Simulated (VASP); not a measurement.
Wanted: the native input for a VASP 6.6.1 run.

```yaml
Task: single point
Functional: PBE
Dispersion: D3(BJ)
Potentials_or_basis: VASP PAW PBE potentials, release 64 (Ga_d, P)
Cutoff: 520 eV
k_mesh: 8 × 8 × 8
Occupations: gaussian, width 0.02 eV
Spin: no spin polarisation
Dipole_correction: no
Further_INCAR_settings: ALGO = Normal; EDIFF = 1e-06; NBANDS = 16
```

The structure of GaP lies in POSCAR:

```
GaP
1.0
    0.0000000000      2.7237957372      2.7237957372
    2.7237957372      0.0000000000      2.7237957372
    2.7237957372      2.7237957372      0.0000000000
Ga P
1 1
Direct
    0.0000000000      0.0000000000      0.0000000000
    0.2500000000      0.2500000000      0.2500000000
```

The cell is a database's computed one.

These files were run (other wordings do the same):

INCAR

```
ALGO = Normal
EDIFF = 1E-6
ENCUT = 520
GGA = PE
ISIF = 2
ISMEAR = 0
IVDW = 12
LASPH = T
LCHARG = F
LREAL = F
LWAVE = F
NBANDS = 16
NELM = 100
PREC = Accurate
SIGMA = 0.02
```

KPOINTS

```
k-points
0
Gamma
  8 8 8
```

Potentials or basis: VASP PAW PBE potentials, release 64 (Ga_d, P).

Launch:

```console
$ cat potpaw_PBE.64/Ga_d/POTCAR potpaw_PBE.64/P/POTCAR > POTCAR
$ mpirun -np 1 vasp_std > vasp.out
```

Results of the run:

```yaml
Pressure: -0.2 GPa
Band_gap_on_the_k_mesh: 1.64 eV, indirect (least direct gap 1.84 eV)
Dispersion_energy_per_atom: -0.317 eV
```

It took 28 s on 1 thread of Intel(R) Xeon(R) Platinum 8488C (Sapphire Rapids) (shared host), peak memory 0.18 GiB.
